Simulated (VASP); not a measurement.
All values below come from PBE GGA, VASP's PBE PAW potentials (set 64) (plane waves; VASP 6.6.1).

The input files of a VASP run:

**KPOINTS**
```
Automatic mesh
0
Gamma
  11 11 6
```

### POSCAR
```
Dy
1
    1.7893940000    -3.1207340000     0.0000000000
    1.7893940000     3.1207340000     0.0000000000
    0.0000000000     0.0000000000     5.5930390000
Dy
2
Direct
  0.3333330000   0.6666670000   0.2500000000
  0.6940780000   0.3607440000   0.7500000000
```

### INCAR
```
ALGO = Normal
LCHARG = .FALSE.
GGA = PE
PREC = Accurate
LASPH = .TRUE.   ! aspherical one-centre terms
EDIFF = 1E-6   ! SCF stop (eV)
SIGMA = 0.1
LMAXMIX = 6   ! l cut-off of mixed one-centre charges
ISMEAR = 1   ! Methfessel-Paxton
NELM = 100   ! most electronic steps
SYSTEM = Dy
LWAVE = .FALSE.
ENCUT = 650
LREAL = .FALSE.   ! projection in real space or not
ISIF = 2
```

POTCAR, in this order: Dy_3 (PBE.64 set). Program: vasp_std.

The 4f electrons are frozen in the core of the lanthanide potential, so 4f levels, which can set the real gap, and their magnetism are missing.

### Question
What does the run give for the energy per atom (σ→0), largest force, band gap (on the k-mesh)?

### Answer

The energy per atom (σ→0) is -437.3 kJ/mol of atoms and the band gap (on the k-mesh) is none (metal, semimetal or under 0.01 eV). The largest force is 0.130 eV/Å.

File OSZICAR:
```
...
DAV:   5    -0.905374792137E+01   -0.53285E-02   -0.53197E-02  9008   0.131E+00    0.243E+01
DAV:   6    -0.905589813549E+01   -0.21502E-02   -0.23834E-02  9787   0.143E+00    0.145E+01
DAV:   7    -0.906472488040E+01   -0.88267E-02   -0.42492E-02  9491   0.197E+00    0.244E-01
DAV:   8    -0.906441885722E+01    0.30602E-03   -0.23992E-03  8059   0.410E-01    0.640E-02
DAV:   9    -0.906443168530E+01   -0.12828E-04   -0.21455E-04  8035   0.135E-01    0.316E-02
DAV:  10    -0.906442516200E+01    0.65233E-05   -0.33056E-05  8173   0.468E-02    0.370E-02
DAV:  11    -0.906442605403E+01   -0.89202E-06   -0.34401E-06  7234   0.159E-02
   1 F= -.90644261E+01 E0= -.90650124E+01  d E =0.175902E-02
```

The compound is Dy in the hcp structure. The cell was not relaxed at this level, atoms are displaced from their ideal sites. The run is one of a series of settings (ENCUT = 650 against the base run), some of them coarse on purpose.
